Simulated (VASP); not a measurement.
# PmSe (F-43m) in VASP: notebook

The runs below take PmSe through single point, with PBE+U.

All numbers are computed with VASP 6.6.1; they aren't measurements. Logs are shortened: lines on timing, memory, paths and dates and some standing lists are left out, and cuts for length are marked.

## Step 1: Starting point

The structure is cubic, space group F-43m (No. 216). Conventional cell: a = 6.446 Å, b = 6.446 Å, c = 6.446 Å, α = 90.00°, β = 90.00°, γ = 90.00°. Pm (site symmetry -43m) has 4 Se at 2.79 Å as nearest neighbours. Around Se (site symmetry -43m) lie 4 Pm at 2.79 Å.

The cell comes from a database or a generator and needn't be the stable form of this composition.

## Step 2: Single point, PBE+U, collinear spin, antiferromagnetic start

Input file INCAR:

```
  PREC = Accurate
  ENCUT = 520
  EDIFF = 1E-6
  ISMEAR = 0
  SIGMA = 0.05
  LREAL = F
  LASPH = T
  NELM = 120
  ALGO = Normal
  ISIF = 2
  LWAVE = F
  LCHARG = F
  ISPIN = 2
  MAGMOM = 4 -4 0 0
  LORBIT = 11
  LMAXMIX = 6
  LDAU = T
  LDAUTYPE = 2
  LDAUL = 3 -1
  LDAUU = 5 0
  LDAUJ = 0 0
  LDAUPRINT = 1
  GGA = PE
```

Input file KPOINTS:

```
Automatic mesh
0
Gamma
  5 5 5
```

Input file POSCAR:

```
PmSe
1.0
    0.0000000000      3.2231904100      3.2231904100
    3.2231904100      0.0000000000      3.2231904100
    6.4463808200      6.4463808200      0.0000000000
Pm Se
2 2
Direct
    0.0000000000      0.0000000000      0.0000000000
    0.0000000000      0.0000000000      0.5000000000
    0.2500000000      0.2500000000      0.1250000000
    0.2500000000      0.2500000000      0.6250000000
```

Potentials or basis: VASP PAW PBE potentials, release 64 (Pm, Se).

Run with:

```bash
cat potpaw_PBE.64/Pm/POTCAR potpaw_PBE.64/Se/POTCAR > POTCAR
mpirun -np 1 vasp_std > vasp.out
```

OUTCAR:

```text
PREC = Accurate
   ENCUT = 520
   EDIFF = 1E-6
   ISMEAR = 0
   LREAL = F
   LASPH = T
   NELM = 120
   ISIF = 2
   ISPIN = 2
   LORBIT = 11
   GGA = PE

 ion  position               nearest neighbor table
   1  0.000  0.000  0.000-   3 2.79   4 2.79   3 2.79   3 2.79
   2  0.000  0.000  0.500-   3 2.79   4 2.79   4 2.79   4 2.79
   3  0.250  0.250  0.125-   1 2.79   1 2.79   1 2.79   2 2.79
   4  0.250  0.250  0.625-   2 2.79   2 2.79   1 2.79   2 2.79

  LATTYP: Found a trigonal (rhomboedric) cell.
 ALAT       =     7.8951718483
 COS(alpha) =     0.8333333333

  Lattice vectors:

 A1 = (   6.4463808200,   3.2231904100,  -3.2231904100)
 A2 = (   3.2231904100,   3.2231904100,  -6.4463808200)
 A3 = (   3.2231904100,   6.4463808200,  -3.2231904100)

Analysis of symmetry for initial positions (statically):
=====================================================================
 Subroutine PRICEL returns following result:

  LATTYP: Found a face centered cubic cell.
 ALAT       =     6.4463808200
[... 12 lines left out ...]
 Subroutine GETGRP returns: Found  6 space group operations
 (whereof  6 operations were pure point group operations)
 out of a pool of 12 trial point group operations.

The static configuration has the point symmetry C_3v.

Analysis of symmetry for dynamics (positions and initial velocities):
=====================================================================
 Subroutine PRICEL returns following result:

  LATTYP: Found a face centered cubic cell.
 ALAT       =     6.4463808200
[... 12 lines left out ...]
 Subroutine GETGRP returns: Found  6 space group operations
 (whereof  6 operations were pure point group operations)
 out of a pool of 12 trial point group operations.

The dynamic configuration has the point symmetry C_3v.

Analysis of structural, dynamic, and magnetic symmetry:
=====================================================================
 Subroutine PRICEL returns following result:

  LATTYP: Found a face centered cubic cell.
 ALAT       =     6.4463808200
[... 12 lines left out ...]
 Subroutine GETGRP returns: Found  6 space group operations
 (whereof  6 operations were pure point group operations)
 out of a pool of 12 trial point group operations.

The overall configuration has the point symmetry C_3v.

 Subroutine INISYM returns: Found  6 space group operations
 (whereof  6 operations are pure point group operations),
 and found     2 'primitive' translations

----------------------------------------------------------------------------------------

                                     Primitive cell

  volume of cell :      66.9712

  direct lattice vectors                    reciprocal lattice vectors
     0.000000000  3.223190410  3.223190410    -0.155125803  0.155125803  0.155125803
     3.223190410  0.000000000  3.223190410     0.155125803 -0.155125803  0.155125803
     3.223190410  3.223190410  0.000000000     0.155125803  0.155125803 -0.155125803

[... 173 lines left out ...]
  0.0000 -0.0000 -0.0001  0.0000  0.0024  0.0000 -0.0002
  0.0001  0.0000 -0.0000  0.0000  0.0000  0.0022  0.0001
 -0.0000  0.0000 -0.0000  0.0000 -0.0002  0.0001  0.0025

spin component  2

  0.4474 -0.0218 -0.4120 -0.0649 -0.0359  0.0223  0.0116
 -0.0218  0.9706 -0.0169 -0.0276 -0.0169  0.0000  0.0218
 -0.4120 -0.0169  0.6602 -0.0155 -0.0500  0.0162  0.0359
 -0.0649 -0.0276 -0.0155  0.1283 -0.0155 -0.0000  0.0649
 -0.0359 -0.0169 -0.0500 -0.0155  0.6602 -0.0162  0.4120
  0.0223  0.0000  0.0162 -0.0000 -0.0162  0.9793  0.0223
  0.0116  0.0218  0.0359  0.0649  0.4120  0.0223  0.4474

 occupancies and eigenvectors

  o =  0.0022  v = -0.4884  0.0000  0.6436 -0.0614  0.4189  0.3194  0.2569  0.0000  0.0000  0.0000  0.0000  0.0000  0.0000  0.0000      0.0000  0.0000  0.0000  0.0000  0.0000  0.0000  0.0000  0.0000  0.0000  0.0000  0.0000  0.0000  0.0000  0.0000
  o =  0.0022  v = -0.1122 -0.0000  0.0366  0.0262 -0.4900  0.7485 -0.4302  0.0000  0.0000  0.0000  0.0000  0.0000  0.0000  0.0000      0.0000  0.0000  0.0000  0.0000  0.0000  0.0000  0.0000  0.0000  0.0000  0.0000  0.0000  0.0000  0.0000  0.0000
  o =  0.0024  v =  0.3536  0.0000 -0.4564 -0.0000  0.4564  0.5774  0.3536  0.0000  0.0000  0.0000  0.0000  0.0000  0.0000  0.0000      0.0000  0.0000  0.0000  0.0000  0.0000  0.0000  0.0000  0.0000  0.0000  0.0000  0.0000  0.0000  0.0000  0.0000
  o =  0.0026  v = -0.2278  0.0000 -0.0957  0.7931 -0.3009  0.0149  0.4682  0.0000  0.0000  0.0000  0.0000  0.0000  0.0000  0.0000      0.0000  0.0000  0.0000  0.0000  0.0000  0.0000  0.0000  0.0000  0.0000  0.0000  0.0000  0.0000  0.0000  0.0000
  o =  0.0026  v = -0.6030  0.0000 -0.4919  0.1822  0.4007 -0.0650 -0.4431  0.0000  0.0000  0.0000  0.0000  0.0000  0.0000  0.0000      0.0000  0.0000  0.0000  0.0000  0.0000  0.0000  0.0000  0.0000  0.0000  0.0000  0.0000  0.0000  0.0000  0.0000
  o =  0.0026  v = -0.4561 -0.0357 -0.3533 -0.5770 -0.3533 -0.0000  0.4561  0.0000  0.0000  0.0000  0.0000  0.0000  0.0000  0.0000      0.0000  0.0000  0.0000  0.0000  0.0000  0.0000  0.0000  0.0000  0.0000  0.0000  0.0000  0.0000  0.0000  0.0000
  o =  0.0043  v =  0.0000  0.0000  0.0000  0.0000  0.0000  0.0000  0.0000  0.4559  0.0495  0.3531  0.5766  0.3531  0.0000 -0.4559      0.0000  0.0000  0.0000  0.0000  0.0000  0.0000  0.0000  0.0000  0.0000  0.0000  0.0000  0.0000  0.0000  0.0000
  o =  0.0049  v = -0.0163  0.9994 -0.0126 -0.0206 -0.0126  0.0000  0.0163  0.0000  0.0000  0.0000  0.0000  0.0000  0.0000  0.0000      0.0000  0.0000  0.0000  0.0000  0.0000  0.0000  0.0000  0.0000  0.0000  0.0000  0.0000  0.0000  0.0000  0.0000
  o =  0.1862  v =  0.0000  0.0000  0.0000  0.0000  0.0000  0.0000  0.0000 -0.5173 -0.0000 -0.4355  0.7326 -0.0736  0.0215  0.0150      0.0000  0.0000  0.0000  0.0000  0.0000  0.0000  0.0000  0.0000  0.0000  0.0000  0.0000  0.0000  0.0000  0.0000
  o =  0.1862  v =  0.0000  0.0000  0.0000  0.0000  0.0000  0.0000  0.0000 -0.3853  0.0000 -0.2469 -0.3572  0.4952  0.0441 -0.6449      0.0000  0.0000  0.0000  0.0000  0.0000  0.0000  0.0000  0.0000  0.0000  0.0000  0.0000  0.0000  0.0000  0.0000
  o =  0.9729  v =  0.0000  0.0000  0.0000  0.0000  0.0000  0.0000  0.0000 -0.0226  0.9988 -0.0175 -0.0286 -0.0175  0.0000  0.0226      0.0000  0.0000  0.0000  0.0000  0.0000  0.0000  0.0000  0.0000  0.0000  0.0000  0.0000  0.0000  0.0000  0.0000
  o =  0.9810  v =  0.0000  0.0000  0.0000  0.0000  0.0000  0.0000  0.0000  0.3536 -0.0000 -0.4564 -0.0000  0.4564  0.5774  0.3536      0.0000  0.0000  0.0000  0.0000  0.0000  0.0000  0.0000  0.0000  0.0000  0.0000  0.0000  0.0000  0.0000  0.0000
  o =  0.9814  v =  0.0000  0.0000  0.0000  0.0000  0.0000  0.0000  0.0000  0.0000  0.0000 -0.0799  0.0212  0.5484 -0.7353  0.3896      0.0000  0.0000  0.0000  0.0000  0.0000  0.0000  0.0000  0.0000  0.0000  0.0000  0.0000  0.0000  0.0000  0.0000
  o =  0.9814  v =  0.0000  0.0000  0.0000  0.0000  0.0000  0.0000  0.0000 -0.5006  0.0000  0.6401  0.0443  0.3397  0.3516  0.3143      0.0000  0.0000  0.0000  0.0000  0.0000  0.0000  0.0000  0.0000  0.0000  0.0000  0.0000  0.0000  0.0000  0.0000

 number of electron      42.0000001 magnetization       0.0000000

 Free energy of the ion-electron system (eV)
  ---------------------------------------------------
  ext. energy  EPLUGINS =         0.00000000
  ---------------------------------------------------
  free energy    TOTEN  =       -25.14743764 eV

  energy without entropy =      -25.12273071  energy(sigma->0) =      -25.13508417

 E-fermi :   4.8653     XC(G=0):  -8.7614

 val. band max:        4.8629274935   @ k =  -0.4000   0.2000   0.0000
 cond. band min:       4.8696955141   @ k =  -0.2000   0.4000   0.2000
 fundamental gap:      0.0067680206
 Fermi energy:         4.8653163696

 spin component 1

 k-point     1 :       0.0000    0.0000    0.0000
  band No.  band energies     occupation
      1     -34.9713      1.00000
      2     -32.9277      1.00000
      3     -15.4461      1.00000
      4     -15.3569      1.00000
      5     -15.3569      1.00000
      6     -14.0007      1.00000
[... 521 lines left out ...]
     24       5.3706      0.00000
     25       5.7898      0.00000
 Fermi energy:         4.8653163696

 spin component 2

 k-point     1 :       0.0000    0.0000    0.0000
  band No.  band energies     occupation
      1     -34.9713      1.00000
      2     -32.9277      1.00000
      3     -15.4461      1.00000
      4     -15.3569      1.00000
      5     -15.3569      1.00000
      6     -14.0007      1.00000
[... 521 lines left out ...]
     24       5.3706      0.00000
     25       5.7898      0.00000

------------------------ aborting loop because EDIFF is reached ----------------------------------------

  FORCE on cell =-STRESS in cart. coord.  units (eV):
  Direction    XX          YY          ZZ          XY          YZ          ZX
  --------------------------------------------------------------------------------------
  -------------------------------------------------------------------------------------
  Total        4.8339998      4.8339998      4.8339998      0.0911589     -0.0911589     -0.0911589
  in kB       57.8228281     57.8228281     57.8228281      1.0904143     -1.0904143     -1.0904143
  external PRESSURE =      57.8228281 kB  Pullay stress =       0.0000000 kB

 VOLUME and BASIS-vectors are now :
 -----------------------------------------------------------------------------
  energy-cutoff  :      520.00
  volume of cell :      133.94
      direct lattice vectors                 reciprocal lattice vectors
     0.000000000  3.223190410  3.223190410    -0.155125803  0.155125803  0.155125803
     3.223190410  0.000000000  3.223190410     0.155125803 -0.155125803  0.155125803
     6.446380820  6.446380820  0.000000000     0.077562901  0.077562901 -0.077562901

 POSITION                                       TOTAL-FORCE (eV/Angst)
 -----------------------------------------------------------------------------------
      0.00000      0.00000      0.00000         0.012441      0.012441     -0.012441
      3.22319      3.22319      0.00000         0.012441      0.012441     -0.012441
      1.61160      1.61160      1.61160        -0.012441     -0.012441      0.012441
      4.83479      4.83479      1.61160        -0.012441     -0.012441      0.012441
 -----------------------------------------------------------------------------------
    total drift:                               -0.001330     -0.001330      0.001329

  FREE ENERGIE OF THE ION-ELECTRON SYSTEM (eV)
  ---------------------------------------------------
  free  energy   TOTEN  =       -25.1474376392 eV

  energy  without entropy=      -25.1227307082  energy(sigma->0) =      -25.13508417

 total charge

# of ion       s       p       d       f       tot
--------------------------------------------------
    1        2.009   5.564   0.506   4.306  12.386
    2        2.009   5.564   0.506   4.306  12.386
    3        1.442   2.518   0.023   0.000   3.983
    4        1.442   2.518   0.023   0.000   3.983
--------------------------------------------------
tot          6.902  16.164   1.060   8.613  32.739

 magnetization (x)

# of ion       s       p       d       f       tot
--------------------------------------------------
    1       -0.013   0.011   0.097   4.269   4.363
    2        0.013  -0.011  -0.097  -4.269  -4.363
    3       -0.003  -0.029   0.004   0.000  -0.028
    4        0.003   0.029  -0.004   0.000   0.028
--------------------------------------------------
tot          0.000   0.000   0.000   0.000   0.000
```

It took 4.6 min on 1 thread of Intel Xeon 6975P-C (Granite Rapids), shared host; peak memory 0.42 GiB.

Results:

- Free energy: -25.1474 eV
- Pressure: 5.8 GPa
- Band gap on the k mesh: none (metal or under the smearing width)
- Net moment: 0.00 μB per cell
- Site moments: Pm +4.36, -4.36; Se -0.03, +0.03 μB
- Valence electrons inside the program's atomic spheres: Pm 12.39; Se 3.98

Eigenvalues of the final occupation matrices:
```
    site  spin  trace                         eigenvalues
site 1 f     1   4.29  0.00 0.19 0.19 0.97 0.98 0.98 0.98
site 1 f     2   0.02  0.00 0.00 0.00 0.00 0.00 0.00 0.00
site 2 f     1   0.02  0.00 0.00 0.00 0.00 0.00 0.00 0.00
site 2 f     2   4.29  0.00 0.19 0.19 0.97 0.98 0.98 0.98
```

Caveat: the magnetic or orbital state may not be the lowest; spin-orbit coupling is left out, which moves the levels of the heavy elements. The state reached can hang on the start; a lower one may exist.

(Continued in part 2 of 2.)
